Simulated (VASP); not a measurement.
Level of theory: G0W0 on PBE orbitals, VASP's PBE PAW potentials (set 64) (plane waves; VASP).

A VASP calculation is set up with these files.

**KPOINTS**
```
Automatic mesh
0
G
4 4 4
0 0 0
```

### INCAR
```
SYSTEM = Si
PREC = Normal
ENCUT = 350
ALGO = EVGW0
LREAL = .FALSE.
LASPH = .TRUE.
ISMEAR = 0
SIGMA = 0.01
GGA = PE
LWAVE = .FALSE.
LCHARG = .FALSE.
NELMGW = 1
NBANDS = 88
NOMEGA = 64
ENCUTGW = 170
NBANDSGW = 12
LSPECTRALGW = .TRUE.
```

POSCAR:
```
Si
1.0
  0.0000000000   2.7218500000   2.7218500000
  2.7218500000   0.0000000000   2.7218500000
  2.7218500000   2.7218500000   0.0000000000
Si
2
Cart
  1.3609250000   1.3609250000   1.3609250000
  0.0000000000   0.0000000000   0.0000000000
```

POTCAR, in this order: Si_GW (PBE.64 set). Program: vasp_std. Read from the step before: WAVECAR, WAVEDER.

Output of the run:

OSZICAR:
```
energies w=
    0.000    0.000    0.297    0.000    0.594    0.000    0.890    0.000
    1.183    0.000    1.474    0.000    1.761    0.000    2.046    0.000
    2.327    0.000    2.603    0.000    2.877    0.000    3.146    0.000
    3.411    0.000    3.673    0.000    3.932    0.000    4.187    0.000
    4.440    0.000    4.691    0.000    4.940    0.000    5.188    0.000
    5.435    0.000    5.681    0.000    5.928    0.000    6.176    0.000
    6.425    0.000    6.677    0.000    6.931    0.000    7.190    0.000
    7.453    0.000    7.721    0.000    7.996    0.000    8.278    0.000
    8.569    0.000    8.869    0.000    9.182    0.000    9.508    0.000
    9.848    0.000   10.206    0.000   10.583    0.000   10.983    0.000
   11.408    0.000   11.863    0.000   12.352    0.000   12.880    0.000
   13.455    0.000   14.082    0.000   14.774    0.000   15.540    0.000
   16.397    0.000   17.361    0.000   18.457    0.000   19.716    0.000
   21.178    0.000   22.900    0.000   24.956    0.000   27.457    0.000
   30.564    0.000   34.526    0.000   39.747    0.000   46.932    0.000
   57.428    0.000   74.173    0.000  105.034    0.000  180.582    0.000
NQ=   1    0.0000    0.0000    0.0000,
 performed         59000 updates of chi_q(r,r)
NQ=   2    0.2500    0.0000    0.0000,
 performed        178000 updates of chi_q(r,r)
NQ=   3    0.5000    0.0000    0.0000,
 performed        280000 updates of chi_q(r,r)
NQ=   4    0.2500    0.2500    0.0000,
 performed        399000 updates of chi_q(r,r)
NQ=   5    0.5000    0.2500    0.0000,
 performed        564000 updates of chi_q(r,r)
NQ=   6   -0.2500    0.2500    0.0000,
 performed        712000 updates of chi_q(r,r)
NQ=   7    0.5000    0.5000    0.0000,
 performed        801000 updates of chi_q(r,r)
NQ=   8   -0.2500    0.5000    0.2500,
 performed        915000 updates of chi_q(r,r)
 resolving degeneracies of screened two electron integrals
```

File OUTCAR:
```


 k-point   1 :       0.0000    0.0000    0.0000
  band No.  KS-energies  QP-energies   sigma(KS)   V_xc(KS)     V^pw_x(r,r')   Z            occupation Imag(sigma)

      1      -6.4846      -6.8643     -10.9881     -10.4407     -17.4668       0.6935       2.0000       1.1802
      2       5.4370       5.0138     -11.9582     -11.4012     -13.0150       0.7597       2.0000       0.0379
      3       5.4370       5.0138     -11.9582     -11.4012     -13.0150       0.7597       2.0000       0.0379
      4       5.4370       5.0138     -11.9582     -11.4012     -13.0150       0.7597       2.0000       0.0379
      5       7.9786       8.1525      -9.8535     -10.0839      -5.5651       0.7547       0.0000      -0.0703
      6       7.9786       8.1525      -9.8535     -10.0839      -5.5651       0.7547       0.0000      -0.0703
      7       7.9786       8.1525      -9.8535     -10.0839      -5.5651       0.7547       0.0000      -0.0703
      8       8.7173       9.0160     -10.6480     -11.0475      -5.8598       0.7476       0.0000      -0.0873
      9      13.1403      13.3750      -9.6715      -9.9856      -4.1882       0.7473       0.0000      -0.2177
     10      13.1403      13.3750      -9.6715      -9.9856      -4.1882       0.7473       0.0000      -0.2177
     11      13.3639      13.1443      -7.9898      -7.7060      -2.5879       0.7741       0.0000      -0.2847
     12      16.6435      16.5247      -8.4613      -8.3027      -2.2330       0.7490       0.0000      -0.5585

 k-point   2 :       0.2500    0.0000    0.0000
  band No.  KS-energies  QP-energies   sigma(KS)   V_xc(KS)     V^pw_x(r,r')   Z            occupation Imag(sigma)

      1      -5.6896      -6.0610     -11.0888     -10.5223     -17.2083       0.6555       2.0000       1.0353
      2       1.5154       1.0721     -11.3151     -10.7012     -13.7794       0.7222       2.0000       0.1254
      3       4.6779       4.2494     -11.7302     -11.1618     -12.9759       0.7539       2.0000       0.0435
      4       4.6779       4.2494     -11.7302     -11.1618     -12.9759       0.7539       2.0000       0.0435
      5       7.4308       7.5839      -9.9403     -10.1417      -5.6940       0.7603       0.0000      -0.0653
      6       8.9210       9.0934      -9.8901     -10.1195      -5.3263       0.7517       0.0000      -0.0900
      7       8.9210       9.0934      -9.8901     -10.1195      -5.3263       0.7517       0.0000      -0.0900
      8      12.2952      12.4601     -10.3816     -10.6061      -4.8285       0.7345       0.0000      -0.2165
      9      12.6181      12.7492      -9.4124      -9.5882      -3.9936       0.7462       0.0000      -0.2293
     10      12.6181      12.7492      -9.4124      -9.5882      -3.9936       0.7462       0.0000      -0.2293
     11      14.3990      14.1998      -8.1284      -7.8622      -2.4037       0.7483       0.0000      -0.3534
     12      17.2280      17.1258      -8.8098      -8.6701      -2.5948       0.7311       0.0000      -0.5309

 k-point   3 :       0.5000    0.0000    0.0000
  band No.  KS-energies  QP-energies   sigma(KS)   V_xc(KS)     V^pw_x(r,r')   Z            occupation Imag(sigma)

      1      -4.1690      -4.5658     -11.3978     -10.8413     -16.8590       0.7131       2.0000       0.8267
      2      -1.5103      -1.9458     -10.8446     -10.2160     -14.8791       0.6929       2.0000       0.3806
      3       4.2399       3.7857     -11.7414     -11.1356     -13.2231       0.7497       2.0000       0.0498
      4       4.2399       3.7857     -11.7414     -11.1356     -13.2231       0.7497       2.0000       0.0498
      5       6.9400       7.0804      -9.9319     -10.1156      -5.8079       0.7640       0.0000      -0.0600
      6       8.7612       8.9208      -9.4545      -9.6651      -4.9063       0.7577       0.0000      -0.0867
      7       8.7612       8.9208      -9.4545      -9.6651      -4.9063       0.7577       0.0000      -0.0867
      8      13.1448      12.9360      -8.0002      -7.7233      -2.3439       0.7541       0.0000      -0.2976
      9      15.9614      16.0757      -9.9926     -10.1481      -3.6382       0.7351       0.0000      -0.5332
     10      15.9614      16.0757      -9.9926     -10.1481      -3.6382       0.7351       0.0000      -0.5332
     11      16.7257      16.8228      -9.9413     -10.0738      -3.3709       0.7328       0.0000      -0.6142
     12      16.7257      16.8228      -9.9413     -10.0738      -3.3709       0.7328       0.0000      -0.6142

 k-point   4 :       0.2500    0.2500    0.0000
  band No.  KS-energies  QP-energies   sigma(KS)   V_xc(KS)     V^pw_x(r,r')   Z            occupation Imag(sigma)

      1      -5.4088      -5.7941     -11.1060     -10.5404     -17.1022       0.6813       2.0000       1.0017
      2       1.9157       1.4961     -11.8114     -11.2348     -14.1337       0.7277       2.0000       0.1120
      3       3.5523       3.0954     -11.3962     -10.7832     -13.0253       0.7453       2.0000       0.0583
      4       3.5523       3.0954     -11.3962     -10.7832     -13.0253       0.7453       2.0000       0.0583
      5       6.5580       6.6149      -9.3000      -9.3741      -5.3526       0.7679       0.0000      -0.0564
      6       8.5552       8.6360      -9.0363      -9.1422      -4.4915       0.7629       0.0000      -0.0834
      7      11.1627      11.3486     -10.4203     -10.6757      -5.1898       0.7279       0.0000      -0.1634
      8      11.1627      11.3486     -10.4203     -10.6757      -5.1898       0.7279       0.0000      -0.1634
      9      13.4292      13.6662     -10.5258     -10.8469      -4.7951       0.7381       0.0000      -0.2799
     10      14.3470      14.5546      -9.7327     -10.0091      -3.9192       0.7509       0.0000      -0.3479
     11      16.8236      16.6917      -8.6863      -8.5090      -2.5836       0.7439       0.0000      -0.4912
     12      18.3989      18.3019      -8.9754      -8.8468      -2.2977       0.7542       0.0000      -0.7965

 k-point   5 :       0.5000    0.2500    0.0000
  band No.  KS-energies  QP-energies   sigma(KS)   V_xc(KS)     V^pw_x(r,r')   Z            occupation Imag(sigma)

      1      -3.7831      -4.1729     -11.3399     -10.7828     -16.6152       0.6997       2.0000       0.7521
      2      -0.9337      -1.3530     -11.3752     -10.7801     -15.1911       0.7045       2.0000       0.3288
      3       1.9151       1.4442     -10.8889     -10.2459     -12.9937       0.7324       2.0000       0.0994
      4       3.2382       2.7644     -11.4174     -10.7781     -13.2199       0.7412       2.0000       0.0652
      5       6.9484       7.0029      -9.1364      -9.2073      -5.0400       0.7686       0.0000      -0.0609
      6       9.8699       9.9397      -9.5250      -9.6181      -4.7241       0.7499       0.0000      -0.1132
      7      11.1400      11.3157     -10.2652     -10.5032      -5.0097       0.7383       0.0000      -0.1667
      8      11.3289      11.4946      -9.9075     -10.1318      -4.6064       0.7388       0.0000      -0.1804
      9      15.5999      15.6480      -9.8070      -9.8724      -3.3794       0.7358       0.0000      -0.5014
     10      15.9419      16.0481     -10.0053     -10.1504      -3.6200       0.7316       0.0000      -0.5319
     11      17.5512      17.6994     -10.1528     -10.3543      -3.4490       0.7352       0.0000      -0.7039
     12      18.0816      18.1886     -10.0806     -10.2260      -3.3796       0.7357       0.0000      -0.6727

 k-point   6 :      -0.2500    0.2500    0.0000
  band No.  KS-energies  QP-energies   sigma(KS)   V_xc(KS)     V^pw_x(r,r')   Z            occupation Imag(sigma)

      1      -4.4531      -4.8532     -11.2577     -10.6815     -16.8203       0.6945       2.0000       0.8561
      2      -0.0364      -0.4622     -11.5191     -10.9204     -14.8787       0.7112       2.0000       0.2399
      3       1.6995       1.2195     -10.7322     -10.0793     -12.9226       0.7351       2.0000       0.1095
      4       4.1116       3.6639     -11.6309     -11.0335     -13.0714       0.7494       2.0000       0.0500
      5       7.8668       7.9889      -9.4324      -9.5928      -5.0716       0.7611       0.0000      -0.0719
      6      10.1954      10.3866      -9.9153     -10.1728      -4.7959       0.7426       0.0000      -0.1431
      7      10.5524      10.6342     -10.1453     -10.2544      -5.3350       0.7501       0.0000      -0.1264
      8      11.5361      11.6699      -9.7966      -9.9781      -4.3324       0.7371       0.0000      -0.1917
      9      11.8760      11.9707      -9.3599      -9.4860      -4.2078       0.7507       0.0000      -0.1852
     10      15.0254      15.1062      -9.8944     -10.0055      -3.5175       0.7274       0.0000      -0.4603
     11      18.0095      17.9427      -8.9795      -8.8879      -2.6225       0.7292       0.0000      -0.5922
     12      18.5727      18.7559     -10.4211     -10.6658      -3.4774       0.7485       0.0000      -0.7932

 k-point   7 :       0.5000    0.5000    0.0000
  band No.  KS-energies  QP-energies   sigma(KS)   V_xc(KS)     V^pw_x(r,r')   Z            occupation Imag(sigma)

      1      -2.3636      -2.7514     -11.4149     -10.8562     -16.0044       0.6940       2.0000       0.5162
      2      -2.3636      -2.7514     -11.4149     -10.8562     -16.0044       0.6940       2.0000       0.5162
      3       2.5938       2.1019     -11.3172     -10.6461     -13.4153       0.7330       2.0000       0.0812
      4       2.5938       2.1019     -11.3172     -10.6461     -13.4153       0.7330       2.0000       0.0812
      5       6.1448       6.1597      -8.9338      -8.9531      -5.0227       0.7736       0.0000      -0.0549
      6       6.1448       6.1597      -8.9338      -8.9531      -5.0227       0.7736       0.0000      -0.0549
      7      15.4755      15.6359     -10.5353     -10.7596      -3.7012       0.7153       0.0000      -0.5456
      8      15.4755      15.6359     -10.5353     -10.7596      -3.7012       0.7153       0.0000      -0.5456
      9      16.3961      16.5184     -10.3243     -10.4897      -3.9901       0.7391       0.0000      -0.5574
...
```
(Selected blocks of OUTCAR.)

The mesh is coarse and the basis finite, so the quasiparticle values are not converged.

The structure comes from a computed database's Si entry (Fd-3m); how it stands against other phases isn't given here. The cell was not relaxed at this level. The k-mesh is coarse (spacing up to 0.50 per Å, 2π included), so the numbers may not be converged in it.
